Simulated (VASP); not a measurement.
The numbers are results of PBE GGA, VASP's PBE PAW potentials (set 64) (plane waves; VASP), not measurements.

Input for VASP

**POSCAR**
```
WSe2
1
    1.6398360000    -2.8402790000     0.0000000000
    1.6398360000     2.8402790000     0.0000000000
    0.0000000000     0.0000000000    12.9587040000
W Se
2 4
Direct
  0.3333330000   0.6666670000   0.2500000000
  0.6666670000   0.3333330000   0.7500000000
  0.3333330000   0.6666670000   0.8790000000
  0.6666670000   0.3333330000   0.3790000000
  0.6666670000   0.3333330000   0.1210000000
  0.3333330000   0.6666670000   0.6210000000
```

**KPOINTS**
```
Automatic mesh
0
gamma
  4 4 1
0 0 0
```

### INCAR
```
SYSTEM = WSe2
PREC = Accurate; ENCUT = 300; LREAL = F
LASPH = T
EDIFF = 1E-6; NELM = 100; ALGO = Normal
LMAXMIX = 6
ISMEAR = -1; SIGMA = 0.02
GGA = PE
ISIF = 2
LWAVE = F; LCHARG = F
```

POTCAR, in this order: W_sv Se (PBE.64 set). Program: vasp_std.

Output of the run:

OUTCAR:
```
 ion  position               nearest neighbor table
   1  0.333  0.667  0.250-   4 2.53   5 2.53   4 2.53   5 2.53   4 2.53   5 2.53
   2  0.667  0.333  0.750-   3 2.53   6 2.53   3 2.53   6 2.53   3 2.53   6 2.53
   3  0.333  0.667  0.879-   2 2.53   2 2.53   2 2.53
   4  0.667  0.333  0.379-   1 2.53   1 2.53   1 2.53
   5  0.667  0.333  0.121-   1 2.53   1 2.53   1 2.53
   6  0.333  0.667  0.621-   2 2.53   2 2.53   2 2.53
  LATTYP: Found a hexagonal cell.
 ALAT       =     3.2796717678
 C/A-ratio  =     3.9512197919
 Subroutine PRICEL returns:
 Original cell was already a primitive cell.
 Subroutine GETGRP returns: Found 24 space group operations
The static configuration has the point symmetry D_3d.
 The point group associated with its full space group is D_6h.
The dynamic configuration has the point symmetry D_3d.
 Subroutine INISYM returns: Found 24 space group operations
 Subroutine IBZKPT returns following result:
 Found      4 irreducible k-points:

 Following reciprocal coordinates:
            Coordinates               Weight
  0.000000  0.000000  0.000000      1.000000
  0.250000  0.000000  0.000000      6.000000
  0.500000  0.000000  0.000000      3.000000
  0.250000  0.250000  0.000000      6.000000
   k-points           NKPTS =      4   k-points in BZ     NKDIM =      4   number of bands    NBANDS=     31
   number of dos      NEDOS =    301   number of ions     NIONS =      6
   total plane-waves  NPLWV =  32000
   dimension x,y,z NGX =    20 NGY =   20 NGZ =   80
   dimension x,y,z NGXF=    40 NGYF=   40 NGZF=  160
   ions per type =               2   4
   PREC   = accura    normal or accurate (medium, high low for compatibility)
   ISTART =      0    job   : 0-new  1-cont  2-samecut
   ICHARG =      2    charge: 1-file 2-atom 10-const
   ISPIN  =      1    spin polarized calculation?
   LNONCOLLINEAR =      F non collinear calculations
   LSORBIT =      F    spin-orbit coupling
   INIWAV =      1    electr: 0-lowe 1-rand  2-diag
   ENCUT  =  300.0 eV  22.05 Ry    4.70 a.u.   4.63  4.63 18.30*2*pi/ulx,y,z
...
```

**OSZICAR**
```
       N       E                     dE             d eps       ncg     rms          rms(c)
DAV:   1     0.396710850307E+03    0.39671E+03   -0.21862E+04   288   0.109E+03
DAV:   2    -0.206836815514E+02   -0.41739E+03   -0.41035E+03   308   0.343E+02
DAV:   3    -0.444600376751E+02   -0.23776E+02   -0.23667E+02   305   0.793E+01
DAV:   4    -0.449929613260E+02   -0.53292E+00   -0.53187E+00   313   0.120E+01
DAV:   5    -0.450011706333E+02   -0.82093E-02   -0.82068E-02   292   0.149E+00    0.304E+01
DAV:   6    -0.435247180270E+02    0.14765E+01   -0.97114E+00   285   0.174E+01    0.112E+01
DAV:   7    -0.432979964979E+02    0.22672E+00   -0.38639E+00   270   0.830E+00    0.559E+00
DAV:   8    -0.431555092857E+02    0.14249E+00   -0.61232E-01   344   0.448E+00    0.108E+00
DAV:   9    -0.431568552061E+02   -0.13459E-02   -0.48867E-02   308   0.113E+00    0.698E-01
DAV:  10    -0.431559759846E+02    0.87922E-03   -0.17588E-02   329   0.846E-01    0.202E-01
DAV:  11    -0.431557701541E+02    0.20583E-03   -0.25030E-03   307   0.308E-01    0.123E-01
DAV:  12    -0.431557674940E+02    0.26601E-05   -0.95058E-05   321   0.520E-02    0.699E-02
DAV:  13    -0.431557775314E+02   -0.10037E-04   -0.70864E-05   315   0.472E-02    0.445E-03
DAV:  14    -0.431557783718E+02   -0.84040E-06   -0.30223E-06   265   0.104E-02
   1 F= -.43155778E+02 E0= -.43155778E+02  d E =-.168450E-14
```

File OUTCAR:
```
------------------------ aborting loop because EDIFF is reached ----------------------------------------
  FORCE on cell =-STRESS in cart. coord.  units (eV):
  Direction    XX          YY          ZZ          XY          YZ          ZX
  --------------------------------------------------------------------------------------
  Total        3.2247017      3.2247011      4.1324882      0.0000000      0.0000000      0.0000000
  in kB       42.8003325     42.8003244     54.8490634      0.0000000      0.0000000      0.0000000
  external PRESSURE =      46.8165734 kB  Pullay stress =       0.0000000 kB
  volume of cell :      120.71
      direct lattice vectors                 reciprocal lattice vectors
     1.639836000 -2.840279000  0.000000000     0.304908540 -0.176039044  0.000000000
     1.639836000  2.840279000  0.000000000     0.304908540  0.176039044  0.000000000
     0.000000000  0.000000000 12.958704000     0.000000000  0.000000000  0.077168211
 POSITION                                       TOTAL-FORCE (eV/Angst)
 -----------------------------------------------------------------------------------
      1.63984      0.94676      3.23968        -0.000000     -0.000000      0.000000
      1.63984     -0.94676      9.71903         0.000000     -0.000000      0.000000
      1.63984      0.94676     11.39070         0.000000      0.000000      0.218916
      1.63984     -0.94676      4.91135         0.000000     -0.000000      0.218916
      1.63984     -0.94676      1.56800        -0.000000     -0.000000     -0.218916
      1.63984      0.94676      8.04736        -0.000000      0.000000     -0.218916
 -----------------------------------------------------------------------------------
    total drift:                                0.000137      0.001051     -0.000034
  FREE ENERGIE OF THE ION-ELECTRON SYSTEM (eV)
  ---------------------------------------------------
  free  energy   TOTEN  =       -43.1557783718 eV

  energy  without entropy=      -43.1557783718  energy(sigma->0) =      -43.15577837
```
(Selected blocks of OUTCAR.)

OUTCAR:
```
 val. band max:        6.3584249963   @ k =   0.0000   0.0000   0.0000

 cond. band min:       7.6882854928   @ k =   0.2500   0.0000   0.0000


 Fermi energy:         6.9956679545

 k-point     1 :       0.0000    0.0000    0.0000
  band No.  band energies     occupation
      1     -67.9246      2.00000
      2     -67.9242      2.00000
      3     -32.1891      2.00000
      4     -32.1888      2.00000
      5     -32.0553      2.00000
      6     -32.0553      2.00000
      7     -32.0553      2.00000
      8     -32.0553      2.00000
      9      -8.9821      2.00000
     10      -8.7302      2.00000
     11      -7.7898      2.00000
     12      -7.3659      2.00000
     13      -0.8305      2.00000
     14       0.2836      2.00000
     15       2.6916      2.00000
     16       3.6821      2.00000
     17       3.6821      2.00000
     18       3.6993      2.00000
     19       3.6993      2.00000
     20       4.8110      2.00000
     21       4.8111      2.00000
     22       4.8662      2.00000
     23       4.8663      2.00000
     24       5.2262      2.00000
     25       5.2675      2.00000
     26       6.3584      2.00000
     27       9.0272      0.00000
     28       9.0363      0.00000
     29       9.0772      0.00000
     30       9.0951      0.00000
     31       9.1239      0.00000

 k-point     2 :       0.2500    0.0000    0.0000
  band No.  band energies     occupation
      1     -67.9189      2.00000
      2     -67.9188      2.00000
      3     -32.1768      2.00000
      4     -32.1768      2.00000
      5     -32.1654      2.00000
      6     -32.1653      2.00000
      7     -32.0839      2.00000
      8     -32.0839      2.00000
      9      -8.1014      2.00000
     10      -7.8661      2.00000
     11      -7.3060      2.00000
     12      -6.9779      2.00000
     13       0.2031      2.00000
     14       1.1553      2.00000
     15       1.6389      2.00000
     16       1.8746      2.00000
     17       1.8861      2.00000
...
```

At this cut-off the stress carries a Pulay error, which pulls relaxed volumes low.  Unless said otherwise, spin-orbit coupling is left out, though it shifts the bands of the heavy elements here.

The structure is a typed WSe2 crystal (P6_3/mmc). The cell was not relaxed at this level. The k-mesh is coarse (spacing up to 0.55 per Å, 2π included), so the numbers may not be converged in it. The run is one of a series of settings (KPOINTS 4×4×1 Γ-centred mesh against the base run), some of them coarse on purpose.
